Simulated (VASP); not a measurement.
Data:

```
CELL_PARAMETERS angstrom
      1.90939    -3.30717     0.00000
      1.90939     3.30717     0.00000
      0.00000     0.00000    12.36323
ATOMIC_POSITIONS crystal
  La 0.00000 0.00000 0.50000
  La 0.00000 0.00000 0.00000
  La 0.33333 0.66667 0.25000
  La 0.66667 0.33333 0.75000
```

Calculation: RPBE GGA, VASP's PBE PAW potentials (set 64) (plane waves; VASP 6.6.1). Run with 520 eV cut-off, 10×10×3 Γ-centred mesh, tetrahedra with Blöchl corrections, potentials La.

The cores are frozen, which limits the accuracy of field gradients.

### Question
Give the principal components of the electric field gradient (V/Å²) and the asymmetry η at each nucleus.

### Answer

| atom | Vxx | Vyy | Vzz | η |
|---|---|---|---|---|
| La1 | -5.1 | -5.1 | 10.1 | 0.00 |
| La2 | -5.1 | -5.1 | 10.1 | 0.00 |
| La3 | -7.4 | -7.4 | 14.9 | 0.00 |
| La4 | -7.4 | -7.4 | 14.9 | 0.00 |

The compound is La in the dhcp structure. It was relaxed first.
